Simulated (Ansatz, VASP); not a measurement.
## Two plane-wave programs on Al5BP6

```xyz
12
Lattice="3.7911 0.0000 0.0000 -1.8955 3.2832 0.0000 0.0000 0.0000 18.7024" Properties=species:S:1:pos:R:3 pbc="T T T"
Al    0.0000    0.0000    0.2050
Al    0.0000    2.1888   15.6870
Al    1.8955    1.0944   12.4658
Al    0.0000    0.0000    9.2453
Al    0.0000    2.1888    6.0281
B     1.8955    1.0944    3.0329
P     0.0000    0.0000   16.5356
P     0.0000    2.1888   13.3155
P     1.8955    1.0944   10.0946
P     0.0000    0.0000    6.8734
P     0.0000    2.1888    3.6446
P     1.8955    1.0944    1.0599
```

Alike in both runs: functional PBE; k mesh 6 × 6 × 1; occupations gaussian, width 0.1 eV; no spin polarisation.

Ansatz relaxed the structure, and its values are those at the end. VASP's run is a single point on that final structure, the one shown.

|  | VASP | Ansatz |
| --- | --- | --- |
| version | VASP 6.6.1 | Ansatz 0.2.0 |
| potentials or method | VASP PAW PBE potentials, release 64 (Al, B, P) | scalar-relativistic, plane waves, PAW |
| plane-wave cutoff (eV) | 520 | 420 |
| valence electrons in the cell | 48 | 48 |

Ansatz gave:

```
gap on the k mesh at the Fermi level (eV) : 1.03
least direct gap on the mesh (eV)         : 1.03
pressure (GPa)                            : 0.1
rms of the force components (eV/Å)        : 0.006
```

Question: Estimate VASP's values.

Answer: gap on the k mesh at the Fermi level (eV): 1.02; least direct gap on the mesh (eV): 1.02; pressure (GPa): 0.0; rms of the force components (eV/Å): 0.007.

Caveats: an odd mesh through Γ misses points on the zone boundary, where band edges often lie. Expect the measured gap to be larger: semilocal functionals such as PBE lack the derivative discontinuity.
